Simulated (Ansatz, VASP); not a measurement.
## ZrSeS: VASP beside Ansatz

Wanted: the spread between two codes on one cell, functional and k mesh. The cell is taken from a series of runs on this material, whose earlier steps may have relaxed, scaled, displaced or heated it; both programs get it as it stands.

Program: Ansatz 0.2.0. Level of theory: plane waves, with VASP 6.6.1 beside it; relaxation of cell and atoms at LDA. Results are calculated unless marked as measured.

## 1. Starting point

The structure is trigonal, space group P3m1 (No. 156). The conventional cell has a = 3.646 Å, b = 3.646 Å, c = 5.819 Å, α = 90.00°, β = 90.00°, γ = 120.00°. Zr has 3 S at 2.53 Å and 3 Se at 2.66 Å nearest. Nearest to Se lie 3 Zr at 2.66 Å. Nearest to S lie 3 Zr at 2.53 Å. Farther neighbours and most contacts between anions are not listed.

Structure file:

```cif
data_structure
_symmetry_space_group_name_H-M 'P 1'
_symmetry_Int_Tables_number 1
_cell_length_a 3.6456
_cell_length_b 3.6456
_cell_length_c 5.8185
_cell_angle_alpha 90.000
_cell_angle_beta 90.000
_cell_angle_gamma 120.000
_cell_volume 66.97
loop_
_atom_site_label
_atom_site_type_symbol
_atom_site_fract_x
_atom_site_fract_y
_atom_site_fract_z
_atom_site_occupancy
Zr1 Zr 0.00000 0.00000 0.01334 1
Se2 Se 0.66667 0.33333 0.73300 1
S3 S 0.33333 0.66667 0.25367 1
```

## 2. VASP: relaxation of cell and atoms, LDA

The relaxed volume is the usual yardstick between codes: in a stiff, nearly cubic crystal its relative difference is about their pressure difference at one cell divided by the bulk modulus.

Lines of VASP's logs that name or quote its potential files are left out, and so is its time.

Contents of INCAR:

```
SYSTEM = ZrSeS
PREC = Accurate
ENCUT = 500
EDIFF = 1E-07
NELM = 120
ISMEAR = 0
SIGMA = 0.01
LREAL = .FALSE.
ALGO = Normal
GGA = CA
NBANDS = 18
LASPH = .TRUE.
LORBIT = 11
LWAVE = .FALSE.
LCHARG = .FALSE.
ISIF = 3
IBRION = 2
NSW = 80
EDIFFG = -0.005
GGA_COMPAT = .FALSE.
NELMIN = 4
EFERMI = MIDGAP
KPAR = 2
```

Contents of POSCAR:

```
ZrSeS
1.0
    3.6456240000      0.0000000000      0.0000000000
   -1.8228120000      3.1572030000      0.0000000000
    0.0000000000      0.0000000000      5.8185130000
Zr Se S
1 1 1
Direct
    0.0000000000      0.0000000000      0.0133372564
    0.6666666667      0.3333333333      0.7329962140
    0.3333333333      0.6666666667      0.2536667014
```

Contents of KPOINTS:

```
Automatic mesh
0
Gamma
12 12 6
0 0 0
```

The projector-augmented-wave data sets are Zr_sv, Se and S (LDA family, release 64).

Started as:

```console
$ mpirun -np 2 vasp_std
```

Numbers of over 12 decimals in the logs are rounded to 6 here.

The program printed:

```text
[banner, memory and clock lines left out]
running    2 mpi-ranks, on    1 nodes
 distrk:  each k-point on    1 cores,    2 groups
 distr:  one band on    1 cores,    1 groups

 POSCAR found type information on POSCAR ZrSeS
 POSCAR found :  3 types and       3 ions
 LDA part: xc-table for (Slater(with rela. corr.)+CA(PZ))
 , standard interpolation
 POSCAR, INCAR and KPOINTS ok, starting setup
 FFT: planning ... GRIDC
 FFT: planning ... GRID_SOFT
 FFT: planning ... GRID
 WAVECAR not read
 entering main loop
       N       E                     dE             d eps       ncg     rms          rms(c)
DAV:   1     0.159347045506E+03    0.15935E+03   -0.11736E+04  3600   0.119E+03
DAV:   2    -0.145350422140E+02   -0.17388E+03   -0.17022E+03  4616   0.287E+02
DAV:   3    -0.240415380828E+02   -0.95065E+01   -0.94587E+01  5988   0.598E+01
DAV:   4    -0.242229627990E+02   -0.18142E+00   -0.18121E+00  5032   0.771E+00
DAV:   5    -0.242275683319E+02   -0.46055E-02   -0.46046E-02  5570   0.965E-01    0.162E+01
DAV:   6    -0.226267229472E+02    0.16008E+01   -0.56869E+00  4018   0.133E+01    0.728E+00
DAV:   7    -0.225395115104E+02    0.87211E-01   -0.51295E-01  4496   0.405E+00    0.346E+00
DAV:   8    -0.225316861952E+02    0.78253E-02   -0.96415E-02  4862   0.174E+00    0.646E-01
DAV:   9    -0.225301189848E+02    0.15672E-02   -0.11423E-02  4092   0.770E-01    0.360E-01
DAV:  10    -0.225301940351E+02   -0.75050E-04   -0.13439E-03  4836   0.271E-01    0.208E-01
DAV:  11    -0.225301520755E+02    0.41960E-04   -0.74596E-05  4406   0.659E-02    0.442E-02
DAV:  12    -0.225301530170E+02   -0.94151E-06   -0.19372E-05  4876   0.343E-02    0.135E-02
DAV:  13    -0.225301527780E+02    0.23896E-06   -0.15383E-06  4338   0.957E-03    0.615E-03
DAV:  14    -0.225301527880E+02   -0.99717E-08   -0.11360E-07  2614   0.217E-03
   1 F= -.22530153E+02 E0= -.22530153E+02  d E =-.225302E+02
[...]
2 F= -.22530116E+02 E0= -.22530116E+02  d E =0.369418E-04
[...]
3 F= -.22530229E+02 E0= -.22530229E+02  d E =-.759921E-04
[...]
4 F= -.22530229E+02 E0= -.22530229E+02  d E =-.759654E-04
 curvature:  -0.22 expect dE=-0.244E-05 dE for cont linesearch -0.383E-08
 ZBRENT: accuracy reached
 trial: gam= 0.02538 g(F)=  0.838E-05 g(S)=  0.255E-05 ort = 0.240E-05 (trialstep = 0.888E+00)
 search vector abs. value=  0.113E-04
 bond charge predicted
       N       E                     dE             d eps       ncg     rms          rms(c)
DAV:   1    -0.225302409947E+02   -0.12243E-04   -0.88075E-04  3622   0.269E-01    0.252E-02
DAV:   2    -0.225302363370E+02    0.46578E-05   -0.40300E-05  4146   0.524E-02    0.956E-03
DAV:   3    -0.225302348840E+02    0.14529E-05   -0.70522E-06  5400   0.161E-02    0.380E-03
DAV:   4    -0.225302349583E+02   -0.74290E-07   -0.33048E-07  4304   0.338E-03
   5 F= -.22530235E+02 E0= -.22530235E+02  d E =-.620496E-05
 trial-energy change:   -0.000006  1 .order   -0.000007   -0.000010   -0.000004
 step:   1.6305(harm=  1.6305)  dis= 0.00074  next Energy=   -22.530238 (dE=-0.896E-05)
 reached required accuracy - stopping structural energy minimisation
```

OUTCAR, selected parts (step 2):

```text
ion  position               nearest neighbor table
   1  0.000  0.000  0.013-   3 2.53   3 2.53   3 2.53   2 2.66   2 2.66   2 2.66
   2  0.667  0.333  0.733-   1 2.66   1 2.66   1 2.66
   3  0.333  0.667  0.254-   1 2.53   1 2.53   1 2.53

  LATTYP: Found a hexagonal cell.
 ALAT       =     3.6456240000
 C/A-ratio  =     1.5960266336

 Subroutine GETGRP returns: Found  6 space group operations
 (whereof  6 operations were pure point group operations)

The static configuration has the point symmetry C_3v.

 Found    100 irreducible k-points:

   k-points           NKPTS =    100   k-points in BZ     NKDIM =    100   number of bands    NBANDS=     18

   dimension x,y,z NGX =    28 NGY =   28 NGZ =   42
   dimension x,y,z NGXF=    56 NGYF=   56 NGZF=   84

   ENCUT  =  500.0 eV  36.75 Ry    6.06 a.u.   6.65  6.65 10.61*2*pi/ulx,y,z

   NELECT =      24.0000    total number of electrons

 k-points in reciprocal lattice and weights: Automatic mesh
   0.00000000  0.00000000  0.00000000       0.001
   0.08333333  0.00000000  0.00000000       0.007
   0.16666667  0.00000000  0.00000000       0.007
   0.25000000  0.00000000  0.00000000       0.007
   0.33333333  0.00000000  0.00000000       0.007
   0.41666667 -0.00000000  0.00000000       0.007
   0.50000000  0.00000000  0.00000000       0.003
   0.08333333  0.08333333  0.00000000       0.007
   0.16666667  0.08333333  0.00000000       0.014
[...]
0.33333333  0.25000000  0.50000000       0.014
   0.33333333  0.33333333  0.50000000       0.002

 average (electrostatic) potential at core
       1 -78.4416       2 -58.2695       3 -86.1979

 E-fermi :   5.4891

 k-point     1 :       0.0000    0.0000    0.0000
  band No.  band energies     occupation
    ...
      8       2.2847      2.00000
      9       2.2847      2.00000
     10       5.3434      2.00000
     11       5.3679      2.00000
     12       5.3679      2.00000
     13       6.4719      0.00000
     14       6.4719      0.00000
     15       7.0077      0.00000
     16       9.7555      0.00000
     17       9.7555      0.00000
    ...

 k-point     2 :       0.0833    0.0000    0.0000
  band No.  band energies     occupation
    ...
      8       2.1925      2.00000
      9       2.3248      2.00000
     10       4.7341      2.00000
     11       5.0796      2.00000
     12       5.3168      2.00000
     13       6.5514      0.00000
     14       6.7719      0.00000
     15       7.1238      0.00000
     16       9.4993      0.00000
     17       9.7528      0.00000
    ...

 k-point     3 :       0.1667    0.0000    0.0000
  band No.  band energies     occupation
    ...
      8       1.9972      2.00000
      9       2.4233      2.00000
     10       3.6149      2.00000
     11       4.6224      2.00000
     12       5.0768      2.00000
     13       6.4253      0.00000
     14       7.2423      0.00000
     15       7.4049      0.00000
     16       9.5591      0.00000
     17       9.8317      0.00000
    ...

  Total       -0.0060550     -0.0060550     -0.0110713      0.0000000      0.0000000      0.0000000
  in kB       -0.1446797     -0.1446797     -0.2645400      0.0000000      0.0000000      0.0000000
  external PRESSURE =      -0.1846332 kB  Pullay stress =       0.0000000 kB

  energy-cutoff  :      500.00
  volume of cell :       67.05
      direct lattice vectors                 reciprocal lattice vectors
     3.647065007  0.000000000 -0.000000000     0.274193083  0.158305450 -0.000000000
    -1.823532504  3.158450949  0.000000000    -0.000000000  0.316610901  0.000000000
     0.000000000  0.000000000  5.821051184     0.000000000  0.000000000  0.171790278

 POSITION                                       TOTAL-FORCE (eV/Angst)
 -----------------------------------------------------------------------------------
      1.82353      3.15845      0.07841         0.000000     -0.000000      0.000273
      1.82353      1.05282      4.26552        -0.000000     -0.000000     -0.004937
     -0.00000      2.10563      1.47711         0.000000      0.000000      0.004664
 -----------------------------------------------------------------------------------
    total drift:                                0.000000     -0.000000      0.000030

  FREE ENERGIE OF THE ION-ELECTRON SYSTEM (eV)
  ---------------------------------------------------
  free  energy   TOTEN  =       -22.5302349583 eV

  energy  without entropy=      -22.5302349583  energy(sigma->0) =      -22.53023496

 reached required accuracy - stopping structural energy minimisation

 total charge
# of ion       s       p       d       tot
------------------------------------------
    1        2.179   6.021   1.538   9.737
    2        1.470   2.396   0.033   3.899
    3        1.345   2.407   0.000   3.752
--------------------------------------------------
tot          4.994  10.823   1.571  17.388

[... 3 further parts left out ...]
```

CONTCAR:

```
ZrSeS
   1.00000000000000
     3.6470650071761233    0.0000000000000000   -0.0000000000000000
    -1.8235325035880616    3.1584509488255343    0.0000000000000000
     0.0000000000000000    0.0000000000000000    5.8210511840264232
  Zr              Se              S
     1     1     1
Direct
     1.0000000000000000    1.0000000000000000    0.0134708920518985
     0.6666666667000030    0.3333333332999970    0.7327756503534962
     0.3333333332999970    0.6666666667000030    0.2537536293946089
```

The run keeps the 6 symmetry operations of its start, so it cannot find a distortion of lower symmetry.

## 3. Ansatz: relaxation of cell and atoms, LDA

Ansatz runs on its default PAW (the set named soft_2) files.

The same cell, functional (in two slightly different forms), mesh and smearing now go to Ansatz, which takes its cutoff from its data sets.

Contents of input.yaml:

```yaml
crystal:
  lattice:
    - [3.6456244234, 0.0, 0.0]
    - [-1.8228122117, 3.1572033634, 0.0]
    - [0.0, 0.0, 5.8185131098]
  atoms:
    - { symbol: Zr, position: [0.0, 0.0, 0.0133372667] }
    - { symbol: Se, position: [0.6666666667, 0.3333333333, 0.7329961188] }
    - { symbol: S, position: [0.3333333333, 0.6666666667, 0.2536666145] }
kpoints:
  mp_grid: { grid: [12, 12, 6] }
hamiltonian:
  xc: lda
scf:
  occupations: { method: gaussian, width: 0.01 }
output:
  forces: true
  stress: true
  eigenvalues: true
  write_density: true
  write_potential: true
  elf: true
  volumetric_format: npy
relax:
  adjacent_minimum: "off"
  f_tol: 0.005
  max_steps: 80
  cell: { stress_tol: 0.05 }
```

Started as:

```console
$ ansatz run input.yaml --threads 2 --pin off --max-ram 5120MiB --backend cpu --events-out ev --progress --plain --runs-dir out
```

The program printed:

```text
Engine: ansatz 0.2.0, x86_64-unknown-linux-gnu
Pseudopotentials: kind: paw
Pseudopotential: Zr, paw, valence charge 12, recommended cutoff 420 eV (normal), Zr.paw.azcp
Pseudopotential: Se, paw, valence charge 16, recommended cutoff 420 eV (normal), Se.paw.azcp
Pseudopotential: S, paw, valence charge 6, recommended cutoff 420 eV (normal), S.paw.azcp
Functional definition: SPW92
  exchange = slater_x
  correlation = pw_c
Crystal: 3 atoms, lattice volume = 66.971 Å³
Basis set: ecut = 420 eV, 1291 PW (Γ)
Bands: 21, of which v1, the nominal top of the filled ones, is band 17 counted from 1 (16 counted from 0)
Symmetry: 6 space group operations
Space group: P3m1 (ITA 156), of the structure as read, at distance tolerance 4.1e-5 Å
k-points: 100 of 864 (time reversal used)
Non-local potential: Zr, projectors of the file, l = 0: 3, l = 1: 2, l = 2: 2, l = 3: 2
Non-local potential: Se, projectors of the file, l = 0: 2, l = 1: 2, l = 2: 3, l = 3: 1
Non-local potential: S, projectors of the file, l = 0: 2, l = 1: 2, l = 2: 2
PAW form: soft (Blöchl's): semilocal exchange-correlation on the pseudo side does not see the compensation charge
PAW frozen core: Zr, regenerated for the run's functional, and the local potential with it (the file was generated under x = pbe(κ = 0.804, μ = 0.219515), c = pbe(β = 0.066725))
PAW frozen core: Se, regenerated for the run's functional, and the local potential with it (the file was generated under x = pbe(κ = 0.804, μ = 0.219515), c = pbe(β = 0.066725))
PAW frozen core: S, regenerated for the run's functional, and the local potential with it (the file was generated under x = pbe(κ = 0.804, μ = 0.219515), c = pbe(β = 0.066725))
PAW one-centre angular grid: Zr, 590 points (default); XC on 64 Gauss nodes
PAW one-centre angular grid: Se, 590 points (default); XC on 64 Gauss nodes
PAW one-centre angular grid: S, 110 points (default); XC on 64 Gauss nodes
Initial density: superposition of atomic densities (neutral atoms: chi_scale 0, normalization atom), corrected by the library's trained network
Initial wavefunctions: pseudopotential atomic-orbital guess
Functional: x = slater, c = lda
SCF iter   1: F=—  HF=-10334.665946 eV  |F-HF|=—  |Δ(HF+E_count)|=         —  Δρ=5.93e-3  dr2=2.93e-2  ethr=1.77e-3  ⟨swp⟩=6.0  Hψ=9614  notcnv=0
preconditioner: auto → Resta (q_TF=auto, 2.437 Å⁻¹)  ε∞=6.4  [insulator: Δε(μ)=0.256 eV  Ē_g=7.785 eV  σ=0.010 eV  W_gap=1.00  n_scr=22 (ndim 8)  ℏωp=18.1 eV  f_vac=0.017  D(μ)=0.00/eV (n_scr^D=0)  ε∞_Penn≈6.4]
SCF iter   2: F=—  HF=-10334.660290 eV  |F-HF|=—  |Δ(HF+E_count)|=   5.66e-3  Δρ=2.85e-3  dr2=3.66e-3  ethr=8.62e-5  ⟨swp⟩=2.0  Hψ=3308  notcnv=0
SCF iter   3: F=—  HF=-10334.659586 eV  |F-HF|=—  |Δ(HF+E_count)|=   7.04e-4  Δρ=9.21e-4  dr2=4.23e-4  ethr=1.08e-5  ⟨swp⟩=2.0  Hψ=2668  notcnv=0
SCF iter   4: F=—  HF=-10334.659539 eV  |F-HF|=—  |Δ(HF+E_count)|=   4.70e-5  Δρ=1.83e-4  dr2=3.81e-5  ethr=1.24e-6  ⟨swp⟩=2.8  Hψ=3236  notcnv=0
SCF iter   5: F=—  HF=-10334.659538 eV  |F-HF|=—  |Δ(HF+E_count)|=   1.13e-6  Δρ=6.29e-5  dr2=3.93e-6  ethr=1.12e-7  ⟨swp⟩=2.0  Hψ=3693  notcnv=0
SCF iter   6: F=—  HF=-10334.659538 eV  |F-HF|=—  |Δ(HF+E_count)|=   3.39e-7  Δρ=2.17e-5  dr2=4.57e-7  ethr=1.16e-8  ⟨swp⟩=2.0  Hψ=3700  notcnv=0
SCF iter   7: F=-10334.659538 eV  HF=-10334.659538 eV  |F-HF|=8.70e-9  |Δ(HF+E_count)|=   3.65e-8  Δρ=6.99e-6  dr2=4.72e-8  ethr=2.94e-10  ⟨swp⟩=8.0  Hψ=14088  notcnv=0
SCF 1 converged in 7 iterations: F = -10334.659538 eV  dr2 = 4.72e-8
  Residual-converged pass: ⟨swp⟩=1.0  Hψ=2500  notcnv=0  max |occ|·‖R‖ = 7.0e-9 eV (tolerance 1.0e-8 eV)  dr2=4.72e-8  dr2_onsite=6.22e-9  max |Δocc| = 2.2e-79
  greatest PAW one-centre occupation: 1.000 electrons in one spin orbital (limit 2), on the Se atom at site 1 (counted from 0), in its partial waves of l = 2
relax step   1: F+E_penalty+E_count = -10334.65953764 eV  Δ(F+E_penalty+E_count) = +0.000e0 eV  max|allowed force component| = 8.509e-4 eV/Å  Δτ_max = 0.0000 Å  P = -0.009 GPa  Ω = 66.971 Å³  (7 SCF iters, dr2 threshold 1.00e-7 eV, accepted)
Initial density: handed on by an earlier stage of this run
Initial wavefunctions: pseudopotential atomic-orbital guess (no wavefunctions were taken with the density)
iter 1 solved again at ethr=1.30e-7 eV; its pass at ethr=3.10e-3 eV (dr2=4.41e-5 eV) is discarded
SCF iter   1: F=—  HF=-10334.659537 eV  |F-HF|=—  |Δ(HF+E_count)|=         —  Δρ=7.01e-6  dr2=4.94e-8  ethr=1.30e-7  ⟨swp⟩=3.0  Hψ=14599  notcnv=0
preconditioner: auto → Resta (q_TF=auto, 2.437 Å⁻¹)  ε∞=6.4  [insulator: Δε(μ)=0.251 eV  Ē_g=7.815 eV  σ=0.010 eV  W_gap=1.00  n_scr=22 (ndim 8)  ℏωp=18.1 eV  f_vac=0.014  D(μ)=0.00/eV (n_scr^D=0)  ε∞_Penn≈6.4]
SCF iter   2: F=—  HF=-10334.659538 eV  |F-HF|=—  |Δ(HF+E_count)|=   4.83e-7  Δρ=4.69e-6  dr2=2.28e-8  ethr=1.45e-10  ⟨swp⟩=2.1  Hψ=3740  notcnv=0
SCF iter   3: F=—  HF=-10334.659538 eV  |F-HF|=—  |Δ(HF+E_count)|=   9.58e-9  Δρ=1.51e-6  dr2=2.88e-9  ethr=6.70e-11  ⟨swp⟩=2.6  Hψ=2919  notcnv=0
SCF iter   4: F=—  HF=-10334.659538 eV  |F-HF|=—  |Δ(HF+E_count)|=  1.27e-10  Δρ=4.62e-7  dr2=2.97e-10  ethr=8.46e-12  ⟨swp⟩=2.0  Hψ=3699  notcnv=0
SCF iter   5: F=-10334.659538 eV  HF=-10334.659538 eV  |F-HF|=3.64e-12  |Δ(HF+E_count)|=  9.09e-12  Δρ=2.03e-7  dr2=2.64e-11  ethr=1.00e-12  ⟨swp⟩=4.2  Hψ=10133  notcnv=0
SCF 2 converged in 5 iterations: F = -10334.659538 eV  dr2 = 2.64e-11
relax step   2: F+E_penalty+E_count = -10334.65953765 eV  Δ(F+E_penalty+E_count) = -7.607e-9 eV  max|allowed force component| = 8.586e-4 eV/Å  Δτ_max = 0.0000 Å  P = -0.009 GPa  Ω = 66.971 Å³  stress off target by 1.16e-2 GPa  SCF on the basis re-selected at this cell (its energy is not comparable with the rows above)  (5 SCF iters)
basis re-selected at this cell: Δ(F+E_penalty+E_count) = -7.607e-9 eV, ΔP = -0.000 GPa vs the last step (what re-selecting the basis moved, of the pressure what is left beyond the Pulay correction that the steps carried, after the strain that the cell walked since its last selection, with what the two solves' SCF thresholds leave and, on support functions, any second-order correction that the steps lacked; it is no m [...]
SCF converged after 5 iterations
Free energy (F): -10334.659538 eV
Harris-Foulkes:  -10334.659538 eV  (|F-HF|=3.64e-12)
Internal energy: -10334.659538 eV  (E = F + TS)
E sigma→0 (E₀):  -10334.659538 eV
Fermi energy:    9.157929 eV
--- Per-component energies (eV) ---
  E_band       = -506.540766
  E_kinetic    = 562.160050
  E_local      = -3641.475018  (includes V_loc(G=0)·N_el)
  E_nonlocal   = -477.665618
  E_hartree    = 1651.922428
  E_xc         = -362.175621
  E_vxc        = -379.188840  (∫ρ·V_xc dr)
  E_paw        = -5244.078236  (= ΣΔE_a)
  E_vpaw       = 125.784395  (= ΣTr[D̂ρ^β])
  E_aug_tail   = -0.000563  (compensation charges beyond the density's cutoff)
  E_ewald      = -2826.087921
  E_core_change = 2.740961  (= ΣΔE_core)
  E_smearing   = -0.000000  (= −TS)
  E_closure    = -0.000000  (closes the sum)
  Σ components = -10334.659538   (vs F -10334.659538, Δ=0.00e0)
--- Forces (eV/Å), atoms counted from 1 ---
  atom   1  Zr     0.00000000    -0.00000000     0.00086021
  atom   2  Se     0.00000000     0.00000000    -0.00039948
  atom   3  S      0.00000000    -0.00000000    -0.00045581
  max |Σ_I F_I| component: 4.92e-6 eV/Å
--- Stress (GPa, compression-positive) ---
       -0.008078       0.000000       0.000000
        0.000000      -0.008078       0.000000
        0.000000       0.000000      -0.011577
  P = ⅓ Tr σ = -0.0092 GPa (-0.092 kbar)
--- Band table (eV; the first three rows and the last of 100) ---
  k-point 0: bands = [... 13 lower, 5.9496, 9.0099, 9.0323, 9.0323, 10.1436, 10.1436, 10.6829, 13.4277]
  k-point 1: bands = [... 13 lower, 5.9647, 8.3920, 8.9677, 8.9677, 10.1311, 10.1311, 10.9187, 13.5725]
  k-point 2: bands = [... 13 lower, 5.9960, 7.2888, 8.8442, 8.8442, 10.1051, 10.1051, 11.1212, 13.8792]
  k-point 99: bands = [... 13 lower, 5.5292, 6.3538, 6.8848, 6.8940, 10.9737, 11.2170, 11.3297, 14.2260]
--- Relaxed structure (1 steps of the walk, 1 accepted, 1 SCFs on fresh bases) ---
  F+E_penalty+E_count = -10334.65953765 eV   max|allowed force component| = 8.586e-4 eV/Å   (the final SCF, on the basis selected at the relaxed cell)
  cell:  # Å, volume = 66.9710 Å³
    - [3.645624, 0.0, 0.0]
    - [-1.822812, 3.157203, 0.0]
    - [0.0, 0.0, 5.8185131098]
  atoms:
    - { symbol: Zr, position: [0.0, 0.0, 0.013337] }
    - { symbol: Se, position: [0.666667, 0.333333, 0.732996] }
    - { symbol: S, position: [0.333333, 0.666667, 0.253667] }
```

The column dr2 measures how far the density is from self-consistency, as an energy; F and HF (Harris–Foulkes) agree once it is small.

## 4. Differences

Known differences besides the potentials themselves: the two LDA forms differ slightly; the data sets hold 34 valence electrons in Ansatz (on its default PAW (the set named soft_2) files) and 24 in VASP; the cutoff is 420 eV in Ansatz and 500 eV in VASP; VASP's log shows a relativistic correction to its local exchange, Ansatz's none; Ansatz adds a Pulay correction to the stress that steers its cell, VASP none. Total energies have different zeros and are not compared.

Both answers:

```csv
quantity,Ansatz,VASP,difference
volume (Å³),66.97,67.05,-0.12 %
"edge a after relaxation, in the typed setting (Å)",3.646,3.647,-0.04 %
"edge c after relaxation, in the typed setting (Å)",5.819,5.821,-0.04 %
```

## 5. Outcome

```json
{
 "difference in volume (relaxation of cell and atoms, LDA)": "-0.12 %"
}
```

What this shows: The difference in volume is -0.12 % (relaxation of cell and atoms, LDA), within the 1.2 % picked in this series as the mark of a large difference, as far as the stopping tolerances let one tell. The data sets hold unlike numbers of valence electrons (34 in Ansatz and 24 in VASP), so part of the differences comes from the potentials. Such differences can come from data sets, numerical settings and the points named under the comparisons, not from the functional's error against experiment.

[Lines on the potential files, build, host, timing and source positions are cut from VASP's logs without a mark.]

[Logs are printed without paths, hosts, clocks, repeated set-up lines and the standing remarks that a program may print on its own settings, such as how far it seeks lower states.]

[Hosts, paths, dates, database ids (printed as entryN), source tags and the programs' standing remarks are cut or masked in the printed files.]
